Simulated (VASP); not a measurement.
Level of theory: PBEsol GGA, VASP's PBE PAW potentials (set 64) (plane waves; VASP).

VASP input:

### INCAR
```
! general
SYSTEM =Os
PREC   =Accurate
ENCUT  =400
LREAL  =.FALSE.
LASPH  =.TRUE.

! electronic loop
EDIFF  =1E-7
NELM   =100
ALGO   =Normal
LMAXMIX=6

! smearing
ISMEAR =-5

! functional
GGA    =PS

! ions
ISIF   =2

! output
LWAVE  =.FALSE.
LCHARG =.TRUE.
LORBIT =11
NEDOS  =601
```

File KPOINTS:
```
Automatic mesh
0
Gamma
17 17 10
0 0 0
```

File POSCAR:
```
Os
1.0
  1.3654888047  -2.3650956343   0.0000000000
  1.3654888047   2.3650956343   0.0000000000
  0.0000000000   0.0000000000   4.3062269472
Os
2
Cart
  1.3654888047   0.7883667882   1.0765567368
  1.3654888047  -0.7883667882   3.2296702104
```

POTCAR, in this order: Os (PBE.64 set). Program: vasp_std.

The run wrote:

**OUTCAR**
```
 ion  position               nearest neighbor table
   1  0.333  0.667  0.250-   2 2.67   2 2.67   2 2.67   2 2.67   2 2.67   2 2.67
   2  0.667  0.333  0.750-   1 2.67   1 2.67   1 2.67   1 2.67   1 2.67   1 2.67
  LATTYP: Found a hexagonal cell.
 ALAT       =     2.7309773040
 C/A-ratio  =     1.5768080316
 Subroutine PRICEL returns:
 Original cell was already a primitive cell.
 Subroutine GETGRP returns: Found 24 space group operations
The static configuration has the point symmetry D_3d.
 The point group associated with its full space group is D_6h.
The dynamic configuration has the point symmetry D_3d.
 Subroutine INISYM returns: Found 24 space group operations
 Subroutine IBZKPT returns following result:
 Found    198 irreducible k-points:

 Following reciprocal coordinates:
            Coordinates               Weight
  0.000000  0.000000  0.000000      1.000000
  0.058824  0.000000  0.000000      6.000000
  0.117647  0.000000  0.000000      6.000000
  0.176471  0.000000  0.000000      6.000000
  0.235294  0.000000  0.000000      6.000000
  0.294118  0.000000  0.000000      6.000000
  0.352941  0.000000  0.000000      6.000000
  0.411765  0.000000  0.000000      6.000000
  0.470588  0.000000  0.000000      6.000000
  0.058824  0.058824  0.000000      6.000000
  0.117647  0.058824  0.000000     12.000000
  0.176471  0.058824  0.000000     12.000000
  0.235294  0.058824  0.000000     12.000000
  0.294118  0.058824  0.000000     12.000000
  0.352941  0.058824  0.000000     12.000000
  0.411765  0.058824  0.000000     12.000000
  0.470588  0.058824  0.000000      6.000000
  0.117647  0.117647  0.000000      6.000000
  0.176471  0.117647  0.000000     12.000000
  0.235294  0.117647  0.000000     12.000000
  0.294118  0.117647  0.000000     12.000000
  0.352941  0.117647  0.000000     12.000000
  0.411765  0.117647  0.000000     12.000000
  0.176471  0.176471  0.000000      6.000000
  0.235294  0.176471  0.000000     12.000000
  0.294118  0.176471  0.000000     12.000000
  0.352941  0.176471  0.000000     12.000000
  0.411765  0.176471  0.000000      6.000000
  0.235294  0.235294  0.000000      6.000000
  0.294118  0.235294  0.000000     12.000000
  0.352941  0.235294  0.000000     12.000000
  0.294118  0.294118  0.000000      6.000000
  0.352941  0.294118  0.000000      6.000000
  0.000000  0.000000  0.100000      2.000000
  0.058824  0.000000  0.100000     12.000000
  0.117647  0.000000  0.100000     12.000000
  0.176471  0.000000  0.100000     12.000000
  0.235294  0.000000  0.100000     12.000000
  0.294118  0.000000  0.100000     12.000000
  0.352941  0.000000  0.100000     12.000000
   k-points           NKPTS =    198   k-points in BZ     NKDIM =    198   number of bands    NBANDS=     12
   number of dos      NEDOS =    601   number of ions     NIONS =      2
   total plane-waves  NPLWV =   9072
   dimension x,y,z NGX =    18 NGY =   18 NGZ =   28
   dimension x,y,z NGXF=    36 NGYF=   36 NGZF=   56
   ions per type =               2
   PREC   = accura    normal or accurate (medium, high low for compatibility)
   ISTART =      0    job   : 0-new  1-cont  2-samecut
   ICHARG =      2    charge: 1-file 2-atom 10-const
   ISPIN  =      1    spin polarized calculation?
   LNONCOLLINEAR =      F non collinear calculations
   LSORBIT =      F    spin-orbit coupling
   INIWAV =      1    electr: 0-lowe 1-rand  2-diag
   ENCUT  =  400.0 eV  29.40 Ry    5.42 a.u.   4.45  4.45  7.02*2*pi/ulx,y,z
   NELM   =    100;   NELMIN=  2; NELMDL= -5     # of ELM steps
   EDIFF  = 0.1E-06   stopping-criterion for ELM
   LREAL  =      F    real-space projection
...
```

**OSZICAR**
```
       N       E                     dE             d eps       ncg     rms          rms(c)
DAV:   1     0.784444189521E+02    0.78444E+02   -0.65660E+03  4768   0.103E+03
DAV:   2    -0.208906516115E+02   -0.99335E+02   -0.88797E+02  5244   0.362E+02
DAV:   3    -0.259342023732E+02   -0.50436E+01   -0.47648E+01  5676   0.677E+01
DAV:   4    -0.260316442422E+02   -0.97442E-01   -0.96674E-01  5088   0.897E+00
DAV:   5    -0.260328258889E+02   -0.11816E-02   -0.11836E-02  5524   0.811E-01    0.247E+01
DAV:   6    -0.248401701745E+02    0.11927E+01   -0.13250E+00  5084   0.105E+01    0.112E+01
DAV:   7    -0.244937304496E+02    0.34644E+00   -0.89915E-01  5380   0.853E+00    0.495E-01
DAV:   8    -0.244870042027E+02    0.67262E-02   -0.80864E-03  4844   0.748E-01    0.292E-01
DAV:   9    -0.244845876920E+02    0.24165E-02   -0.14873E-03  5164   0.474E-01    0.610E-02
DAV:  10    -0.244846216774E+02   -0.33985E-04   -0.60068E-05  5216   0.799E-02    0.112E-02
DAV:  11    -0.244845852680E+02    0.36409E-04   -0.69317E-06  4984   0.308E-02    0.134E-03
DAV:  12    -0.244845840252E+02    0.12428E-05   -0.17697E-07  4408   0.453E-03    0.883E-04
DAV:  13    -0.244845836815E+02    0.34374E-06   -0.95785E-09  2500   0.959E-04    0.178E-04
DAV:  14    -0.244845836465E+02    0.34913E-07   -0.16576E-09  2436   0.412E-04
   1 F= -.24484584E+02 E0= -.24484584E+02  d E =0.000000E+00
```

File OUTCAR:
```
------------------------ aborting loop because EDIFF is reached ----------------------------------------
  FORCE on cell =-STRESS in cart. coord.  units (eV):
  Direction    XX          YY          ZZ          XY          YZ          ZX
  --------------------------------------------------------------------------------------
  Total       -0.0274194     -0.0274194      0.0215481      0.0000000      0.0000000      0.0000000
  in kB       -1.5794452     -1.5794447      1.2412408      0.0000000      0.0000000      0.0000000
  external PRESSURE =      -0.6392164 kB  Pullay stress =       0.0000000 kB
  volume of cell :       27.81
      direct lattice vectors                 reciprocal lattice vectors
     1.365488805 -2.365095634  0.000000000     0.366169242 -0.211407942  0.000000000
     1.365488805  2.365095634  0.000000000     0.366169242  0.211407942  0.000000000
     0.000000000  0.000000000  4.306226947     0.000000000  0.000000000  0.232221853
 POSITION                                       TOTAL-FORCE (eV/Angst)
 -----------------------------------------------------------------------------------
      1.36549      0.78837      1.07656         0.000000      0.000000      0.000000
      1.36549     -0.78837      3.22967        -0.000000     -0.000000      0.000000
 -----------------------------------------------------------------------------------
    total drift:                                0.000001      0.000021     -0.000020
  FREE ENERGIE OF THE ION-ELECTRON SYSTEM (eV)
  ---------------------------------------------------
  free  energy   TOTEN  =       -24.4845836465 eV

  energy  without entropy=      -24.4845836465  energy(sigma->0) =      -24.48458365

 total charge

# of ion       s       p       d       tot
------------------------------------------
    1        0.665   0.802   6.040   7.507
    2        0.665   0.802   6.040   7.507
--------------------------------------------------
tot          1.330   1.604  12.080  15.014
```
(Selected blocks of OUTCAR.)

File OUTCAR:
```
 val. band max:        9.7645717616   @ k =   0.4706   0.0000   0.3000

 cond. band min:       9.4218284352   @ k =   0.1176   0.1176   0.3000


 Fermi energy:         9.4167679472

 k-point     1 :       0.0000    0.0000    0.0000
  band No.  band energies     occupation
      1      -1.6520      2.00000
      2       1.5140      2.00000
      3       6.2921      2.00000
      4       6.2921      2.00000
      5       6.5766      2.00000
      6       7.1511      2.00000
      7       7.1511      2.00000
      8       7.7951      2.00000
      9       7.7952      2.00000
     10       9.4159      2.00000
     11      11.0984      0.00000
     12      11.0984      0.00000

 k-point     2 :       0.0588    0.0000    0.0000
  band No.  band energies     occupation
      1      -1.5105      2.00000
      2       1.6401      2.00000
      3       5.9826      2.00000
      4       6.4169      2.00000
      5       6.8464      2.00000
      6       7.0661      2.00000
      7       7.2676      2.00000
      8       7.6229      2.00000
      9       7.6928      2.00000
     10       8.7586      2.00000
     11      11.1707      0.00000
     12      11.9656      0.00000

 k-point     3 :       0.1176    0.0000    0.0000
  band No.  band energies     occupation
      1      -1.0994      2.00000
      2       1.9898      2.00000
      3       5.5269      2.00000
      4       6.7859      2.00000
      5       6.8092      2.00000
      6       6.9343      2.00000
      7       7.2747      2.00000
      8       7.4253      2.00000
      9       7.6109      2.00000
     10       8.1088      2.00000
     11      11.3511      0.00000
     12      13.4265      0.00000

 k-point     4 :       0.1765    0.0000    0.0000
  band No.  band energies     occupation
      1      -0.4611      2.00000
      2       2.4543      2.00000
      3       5.1121      2.00000
      4       5.9333      2.00000
      5       6.5230      2.00000
      6       7.0718      2.00000
...
```

For a metal the tetrahedron method with Blöchl corrections gives inexact stress and forces. Unless said otherwise, spin-orbit coupling is left out, though it shifts the bands of the heavy elements here.

The compound is Os in the hcp structure. It was relaxed first.
